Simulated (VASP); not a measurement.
Input for VASP

INCAR:
```
SYSTEM = In
PREC = Accurate
ENCUT = 400
EDIFF = 1E-6
NELM = 100
ALGO = Normal
LREAL = .FALSE.
LASPH = .TRUE.
ISMEAR = 1
SIGMA = 0.1
GGA = PE
LMAXMIX = 4
LWAVE = .FALSE.
LCHARG = .FALSE.
ISIF = 2
ICHARG = 11
```

KPOINTS:
```
Automatic mesh
0
Gamma
12 12 12
0 0 0
```

File POSCAR:
```
In
1
   -1.6250000000     1.6250000000     2.4750000000
    1.6250000000    -1.6250000000     2.4750000000
    1.6250000000     1.6250000000    -2.4750000000
In
1
Direct
  0.0000000000   0.0000000000   0.0000000000
```

POTCAR, in this order: In_d (PBE.64 set). Program: vasp_std.

The resulting files:

**standard output**
```
 POSCAR found type information on POSCAR In
 POSCAR found :  1 types and       1 ions
 Reading from existing POTCAR
 Reading from existing POTCAR
 LDA part: xc-table for (Slater+PW92), standard interpolation
 WARNING: stress and forces are not correct
 POSCAR, INCAR and KPOINTS ok, starting setup
 WAVECAR not read
 WARNING: CHGCAR is incomplete

 -----------------------------------------------------------------------------
|                                                                             |
|     EEEEEEE  RRRRRR   RRRRRR   OOOOOOO  RRRRRR      ###     ###     ###     |
|     E        R     R  R     R  O     O  R     R     ###     ###     ###     |
|     E        R     R  R     R  O     O  R     R     ###     ###     ###     |
|     EEEEE    RRRRRR   RRRRRR   O     O  RRRRRR       #       #       #      |
|     E        R   R    R   R    O     O  R   R                               |
|     E        R    R   R    R   O     O  R    R      ###     ###     ###     |
|     EEEEEEE  R     R  R     R  OOOOOOO  R     R     ###     ###     ###     |
|                                                                             |
|     ICHARG>10                                                               |
|                                                                             |
|       ---->  I REFUSE TO CONTINUE WITH THIS SICK JOB ... BYE!!! <----       |
|                                                                             |
 -----------------------------------------------------------------------------
```

### Question
Read input and log: which fault does this run have?
(A) NBANDS is too small to hold all electrons
(B) a metal was run with a tiny SIGMA on a coarse mesh
(C) ICHARG = 11 asks for a fixed density, but there is no CHGCAR
(D) SIGMA is far too large

### Answer
C, ICHARG = 11 asks for a fixed density, but there is no CHGCAR. VASP stops with an error: ERROR: charge density could not be read from file CHGCAR for ICHARG>10 ----> I REFUSE TO CONTINUE WITH THIS SICK JOB ... BYE!!! <----

To mend it, run self-consistently first and keep its CHGCAR, or remove ICHARG. The plain static run on this cell (PBE GGA, plane waves, VASP's PBE PAW potentials (set 64)) converges, and its OSZICAR ends with
```
   1 F= -.25508915E+01 E0= -.25508741E+01  d E =-.521617E-04
```

The compound is In in the bct structure. The cell was not relaxed at this level.
